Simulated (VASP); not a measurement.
Consider the following.

```
Pd5Sr
1.0
    5.38300     0.00000     0.00000
   -2.69150     4.66181     0.00000
    0.00000     0.00000     4.39200
Pd Sr
5 1
Direct
  0.33333   0.66667   0.00000
  0.66667   0.33333   0.00000
  0.50000   0.00000   0.50000
  0.50000   0.50000   0.50000
  0.00000   0.50000   0.50000
  0.00000   0.00000   0.00000
```

Calculation: LDA (Ceperley-Alder, Perdew-Zunger), VASP's LDA PAW potentials (set 64) (plane waves; VASP). Run with 300 eV cut-off, 7×7×7 Γ-centred mesh, Gaussian smearing of 0.10 eV, potentials Pd Sr_sv.

Q: Give the energies of bands 20 to 33 at the high-symmetry points, in eV from the Fermi level.

A: 
```tsv
band	Γ	M	K	A	L	H
20	-1.85	-1.82	-1.68	-2.29	-2.14	-2.03
21	-1.74	-1.50	-1.68	-1.89	-2.09	-1.79
22	-1.74	-1.50	-1.54	-1.89	-1.85	-1.66
23	-1.23	-1.42	-1.54	-1.28	-1.82	-1.42
24	-1.15	-1.40	-1.47	-1.09	-1.27	-1.12
25	-1.15	-1.39	-1.41	-1.09	-1.18	-1.12
26	-0.87	-1.30	-1.20	-0.60	-1.10	-1.04
27	-0.87	-1.15	-1.20	-0.60	-1.05	-0.95
28	0.24	-1.11	-1.03	-0.41	-0.68	-0.95
29	0.24	-1.06	-0.67	0.27	-0.56	-0.77
30	0.34	-0.79	-0.67	0.27	0.26	-0.15
31	2.13	0.24	-0.09	0.34	0.31	-0.15
32	2.34	1.50	0.24	1.73	0.39	1.14
33	2.89	2.61	3.45	1.73	1.06	1.14
```

It has no gap at this level: it comes out as a metal or semimetal.

The structure comes from a measured SrPd5 entry of the Crystallography Open Database, whose conditions weren't checked. The cell was not relaxed at this level.
